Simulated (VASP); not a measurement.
Here is the system:

```yaml
crystal:
  lattice:
    - [3.50703, 0.00000, 0.00000]
    - [0.00000, 3.50703, 0.00000]
    - [0.00000, 0.00000, 3.50703]
  atoms:
    - { symbol: Fe, position: [0.00000, 0.00000, 0.00000], spin: 2.9 }
    - { symbol: Ni, position: [0.00000, 0.50000, 0.50000], spin: 0.6 }
    - { symbol: Ni, position: [0.50000, 0.00000, 0.50000], spin: 0.6 }
    - { symbol: Ni, position: [0.50000, 0.50000, 0.00000], spin: 0.6 }
```

Computed with PW91 GGA, VASP's PBE PAW potentials (set 64) (plane waves; VASP 6.6.1). Numerical set-up: 520 eV cut-off, 9×9×9 Γ-centred mesh, first-order Methfessel-Paxton smearing of 0.10 eV, potentials Fe Ni.

Q: What does the run give for the cell moment, energy per atom (σ→0), pressure, band gap (on the k-mesh) with the smallest direct gap where there is one?

A: 
- band gap (on the k-mesh) = none (metal, semimetal or under 0.01 eV)
- cell moment = 4.47 μB
- energy per atom (σ→0) = -6.207 eV/atom
- pressure = 6.07 GPa

Q: Give the moment on each site (PAW-sphere projection).

A: 
```csv
site,moment (μB)
Fe1,2.79
Ni2,0.56
Ni3,0.56
Ni4,0.56
```

Only differences to runs with the same potentials and settings are physical.

The compound is Ni3Fe in the L1_2 structure. This cell is one point of a volume scan, at 0.97 of the reference volume.
